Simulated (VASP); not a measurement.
# Mg2ZnTeS2 (Imm2) in VASP: relaxation of cell and atoms with PBE

Aim: the relaxation of cell and atoms of Mg2ZnTeS2 with PBE.

All numbers are computed with VASP 6.6.1; they aren't measurements. Logs are shortened: lines on timing, memory, paths and dates and some standing lists are left out, and cuts for length are marked.

## Step 1: Starting point

The structure is orthorhombic, space group Imm2 (No. 44). The conventional cell has a = 4.180 Å, b = 12.350 Å, c = 5.862 Å, α = 90.00°, β = 90.00°, γ = 90.00°. Mg (site symmetry m) is surrounded by 3 S at 2.47 to 2.49 Å and 1 Te at 2.80 Å. Around Zn (site symmetry mm2) lie 2 S at 2.38 Å and 2 Te at 2.64 Å. Te (site symmetry mm2) is surrounded by 2 Zn at 2.64 Å and 2 Mg at 2.80 Å. Around S (site symmetry m) lie 1 Zn at 2.38 Å and 3 Mg at 2.47 to 2.49 Å.

The cell was built by a generator and needn't be a form met in nature.

## Step 2: Relaxation of cell and atoms, PBE

The input, INCAR:

```
SYSTEM = Mg2ZnTeS2
PREC = Accurate ; ENCUT = 520
EDIFF = 1E-6 ; ISMEAR = 0
SIGMA = 0.03 ; LREAL = .False.
LASPH = .True. ; NELM = 120
ALGO = Normal ; ISIF = 3
LWAVE = .False. ; LCHARG = .False.
GGA = PE ; IBRION = 2
NSW = 90 ; EDIFFG = -0.01
KPAR = 4
```

The input, KPOINTS:

```
regular mesh
0
Gamma
  8 8 8
  0 0 0
```

The input, POSCAR:

```
Mg2ZnTeS2
1.0
   -2.0900000000      6.1750000000      2.9310000000
    2.0900000000     -6.1750000000      2.9310000000
    2.0900000000      6.1750000000     -2.9310000000
Mg Zn Te S
2 1 1 2
Direct
    0.3423268800      0.0235414500      0.3187854300
    0.7047560300      0.0235414500      0.6812145700
    0.9619583800      0.9619583800      0.0000000000
    0.2362674900      0.7362674900      0.5000000000
    0.9176557400      0.7524735600      0.1651821900
    0.5872913700      0.7524735600      0.8348178100
```

Potentials or basis: VASP PAW PBE potentials, release 64 (Mg, Zn, Te, S).

Started as:

```bash
$ cat potpaw_PBE.64/Mg/POTCAR potpaw_PBE.64/Zn/POTCAR potpaw_PBE.64/Te/POTCAR potpaw_PBE.64/S/POTCAR > POTCAR
$ mpirun -np 4 vasp_std > vasp.out
```

OUTCAR:

```text
SYSTEM = Mg2ZnTeS2
   PREC = Accurate
   ENCUT = 520
   EDIFF = 1E-6
   ISMEAR = 0
   LREAL = .False.
   LASPH = .True.
   NELM = 120
   ISIF = 3
   GGA = PE
   IBRION = 2
   NSW = 90
   EDIFFG = -0.01

 ion  position               nearest neighbor table
   1  0.342  0.024  0.319-   5 2.47   6 2.49   6 2.49   4 2.80
   2  0.705  0.024  0.681-   6 2.47   5 2.49   5 2.49   4 2.80
   3  0.962  0.962  0.000-   5 2.38   6 2.38   4 2.64   4 2.64
   4  0.236  0.736  0.500-   3 2.64   3 2.64   1 2.80   2 2.80
   5  0.918  0.752  0.165-   3 2.38   1 2.47   2 2.49   2 2.49
   6  0.587  0.752  0.835-   3 2.38   2 2.47   1 2.49   1 2.49

  LATTYP: Found a body centered orthorhombic cell.
 ALAT       =     4.1800000000
 B/A-ratio  =     1.4023923445
 C/A-ratio  =     2.9545454545

  Lattice vectors:

 A1 = (  -2.0900000000,   6.1750000000,  -2.9310000000)
 A2 = (   2.0900000000,   6.1750000000,   2.9310000000)
 A3 = (   2.0900000000,  -6.1750000000,  -2.9310000000)

Analysis of symmetry for initial positions (statically):
=====================================================================
 Subroutine PRICEL returns:
 Original cell was already a primitive cell.

 Routine SETGRP: Setting up the symmetry group for a
 body centered orthorhombic supercell.

 Subroutine GETGRP returns: Found  4 space group operations
 (whereof  4 operations were pure point group operations)
 out of a pool of  8 trial point group operations.

The static configuration has the point symmetry C_2v.

Analysis of symmetry for dynamics (positions and initial velocities):
=====================================================================
 Subroutine PRICEL returns:
 Original cell was already a primitive cell.

 Routine SETGRP: Setting up the symmetry group for a
 body centered orthorhombic supercell.

 Subroutine GETGRP returns: Found  4 space group operations
 (whereof  4 operations were pure point group operations)
 out of a pool of  8 trial point group operations.

The dynamic configuration has the point symmetry C_2v.

 Subroutine INISYM returns: Found  4 space group operations
 (whereof  4 operations are pure point group operations),
 and found     1 'primitive' translations

----------------------------------------------------------------------------------------

                                     Primitive cell

  volume of cell :     151.3070

  direct lattice vectors                    reciprocal lattice vectors
    -2.090000000  6.175000000  2.931000000     0.000000000  0.080971660  0.170590242
     2.090000000 -6.175000000  2.931000000     0.239234450  0.000000000  0.170590242
[... 122 lines left out ...]
   LEPSILON=     F    determine dielectric tensor
   LRPA    =     F    only Hartree local field effects (RPA)
 conjugate gradient relaxation of ions
 non-spin polarized calculation
 Gauss-broadening in eV      SIGMA  =   0.03
  energy-cutoff  :      520.00
  volume of cell :      151.31
 maximum number of plane-waves:      4098
 NGX is ok and might be reduce to    54
   NGX = 27   NGY = 27   NGZ = 27

--------------------------------------- Ionic step        1  -------------------------------------------

 number of electron      33.9999999 magnetization

 Free energy of the ion-electron system (eV)
  ---------------------------------------------------
  ext. energy  EPLUGINS =         0.00000000
  ---------------------------------------------------
  free energy    TOTEN  =       -21.76078613 eV

  energy without entropy =      -21.76078613  energy(sigma->0) =      -21.76078613

------------------------ aborting loop because EDIFF is reached ----------------------------------------

  FORCE on cell =-STRESS in cart. coord.  units (eV):
  Direction    XX          YY          ZZ          XY          YZ          ZX
  --------------------------------------------------------------------------------------
  -------------------------------------------------------------------------------------
  Total       -0.1147344     -0.0185550      0.1111410      0.0000000      0.0000000      0.0000000
  in kB       -1.2149133     -0.1964770      1.1768624      0.0000000      0.0000000      0.0000000
  external PRESSURE =      -0.0781759 kB  Pullay stress =       0.0000000 kB
[... 101 lines left out ...]
  FREE ENERGIE OF THE ION-ELECTRON SYSTEM (eV)
  ---------------------------------------------------
  free  energy   TOTEN  =       -21.7614642904 eV

  energy  without entropy=      -21.7614642904  energy(sigma->0) =      -21.76146429

[... ionic steps 4 to 7 ...]

--------------------------------------- Ionic step        8  -------------------------------------------

 number of electron      33.9999998 magnetization

------------------------ aborting loop because EDIFF is reached ----------------------------------------
[... 75 lines left out ...]
--------------------------------------- Ionic step       10  -------------------------------------------

 number of electron      33.9999998 magnetization

 Free energy of the ion-electron system (eV)
  ---------------------------------------------------
  ext. energy  EPLUGINS =         0.00000000
  ---------------------------------------------------
  free energy    TOTEN  =       -21.76180479 eV

  energy without entropy =      -21.76180479  energy(sigma->0) =      -21.76180479

 E-fermi :   2.5952     XC(G=0):  -8.5226

 val. band max:        2.4345570148   @ k =   0.5000   0.5000   0.5000
 cond. band min:       4.2744420347   @ k =   0.0000   0.0000   0.0000
 fundamental gap:      1.8398850199
 Fermi energy:         2.5952214483

 k-point     1 :       0.0000    0.0000    0.0000
  band No.  band energies     occupation
      1     -10.0589      2.00000
      2      -9.4988      2.00000
      3      -7.8100      2.00000
      4      -3.9372      2.00000
      5      -3.8914      2.00000
      6      -3.8673      2.00000
[... 565 lines left out ...]
     20       6.9793      0.00000
     21       7.4457      0.00000

 [... further k-points ...]

------------------------ aborting loop because EDIFF is reached ----------------------------------------

  FORCE on cell =-STRESS in cart. coord.  units (eV):
  Direction    XX          YY          ZZ          XY          YZ          ZX
  --------------------------------------------------------------------------------------
  -------------------------------------------------------------------------------------
  Total        0.0001717      0.0021529     -0.0013740      0.0000000      0.0000000      0.0000000
  in kB        0.0018189      0.0228055     -0.0145552      0.0000000      0.0000000      0.0000000
  external PRESSURE =       0.0033564 kB  Pullay stress =       0.0000000 kB
[... 21 lines left out ...]
  FREE ENERGIE OF THE ION-ELECTRON SYSTEM (eV)
  ---------------------------------------------------
  free  energy   TOTEN  =       -21.7618047899 eV

  energy  without entropy=      -21.7618047899  energy(sigma->0) =      -21.76180479

 reached required accuracy - stopping structural energy minimisation
```

OSZICAR:

```text
N       E                     dE             d eps       ncg     rms          rms(c)
DAV:   1     0.192838571148E+03    0.19284E+03   -0.13545E+04  3990   0.148E+03
DAV:   2    -0.230323081073E+01   -0.19514E+03   -0.18853E+03  4902   0.283E+02
DAV:   3    -0.224676955185E+02   -0.20164E+02   -0.19974E+02  4789   0.898E+01
DAV:   4    -0.229902642531E+02   -0.52257E+00   -0.52178E+00  4833   0.160E+01
[... 64 lines left out ...]
DAV:   1    -0.217618362149E+02   -0.41238E-04   -0.22971E-03  4015   0.377E-01    0.484E-02
DAV:   2    -0.217618137662E+02    0.22449E-04   -0.17667E-04  5382   0.208E-01    0.203E-02
DAV:   3    -0.217618073809E+02    0.63854E-05   -0.11730E-05  4786   0.275E-02    0.110E-02
DAV:   4    -0.217618050528E+02    0.23281E-05   -0.27006E-06  3543   0.141E-02    0.374E-03
DAV:   5    -0.217618047899E+02    0.26296E-06   -0.76420E-07  2328   0.104E-02
  10 F= -.21761805E+02 E0= -.21761805E+02  d E =-.103615E-04
```

Run time: 8.7 min. Hardware: 4 MPI ranks of Intel Xeon Platinum 8559C (Emerald Rapids), shared host; peak memory 0.71 GiB.

What came out:

```
Free energy                            : -21.7618 eV
Relaxed volume                         : 25.21 Å³/atom
Relaxed cell                           : a = 7.136 Å, b = 7.136 Å, c = 7.136 Å, α = 146.01°, β = 60.76°, γ = 131.25°
Space group after relaxing (to 0.05 Å) : Imm2 (No. 44)
Energy gained by relaxing              : 0.2 meV/atom
Ionic steps                            : 10
Pressure after relaxing                : 0.0 GPa
Largest force after relaxing           : 0.004 eV/Å
Band gap on the k mesh                 : 1.84 eV, indirect (least direct gap 1.94 eV)
```

Forces in eV/Å, atoms in the order of the input:
```
Mg   0.000  0.004  0.000
Mg   0.000 -0.004  0.000
Zn   0.000  0.000 -0.001
Te   0.000  0.000 -0.003
S    0.000  0.000  0.002
S    0.000  0.000  0.002
```

Step by step:
```tsv
step	energy change (eV)	largest force (eV/Å)	pressure (GPa)	volume (Å³)
1	0.0000	0.0514	-0.01	151.31
2	-0.0004	0.0302	0.01	151.28
3	-0.0007	0.0277	0.02	151.24
4	-0.0009	0.0115	-0.01	151.31
5	-0.0010	0.0184	-0.04	151.35
6	-0.0010	0.0110	0.04	151.19
7	-0.0010	0.0113	0.01	151.21
8	-0.0010	0.0116	0.02	151.21
9	-0.0010	0.0112	0.02	151.20
10	-0.0010	0.0043	0.00	151.25
```

Final structure:
```
CELL_PARAMETERS angstrom
-2.08583 6.15580 2.94486
2.08583 -6.15580 2.94486
2.08583 6.15580 -2.94486
ATOMIC_POSITIONS crystal
Mg 0.34335 0.02457 0.31878
Mg 0.70578 0.02457 0.68122
Zn 0.96111 0.96111 0.00000
Te 0.23572 0.73572 0.50000
S 0.91798 0.75215 0.16583
S 0.58632 0.75215 0.83417
```

Levels at points of the mesh, in eV from the valence-band top:
```tsv
k point	band 13	band 14	band 15	band 16	band 17	band 18	band 19	band 20	band 21
(0.00, 0.00, 0.00)	-2.18	-2.01	-0.71	-0.58	-0.10	1.84	3.66	3.81	5.24
(0.50, 0.00, 0.00)	-2.01	-1.96	-1.19	-0.98	-0.21	2.91	3.66	4.00	4.90
(0.00, 0.50, 0.00)	-2.64	-2.30	-1.60	-1.17	-0.97	2.81	4.37	4.50	5.17
(0.50, 0.50, 0.00)	-2.58	-2.14	-2.09	-1.68	-1.09	2.57	3.24	4.35	4.35
(0.50, 0.50, 0.50)	-2.21	-1.82	-1.71	-1.20	0.00	2.52	3.28	4.01	4.20
```

Caveat: spin-orbit coupling is left out, which moves the levels of the heavy elements.
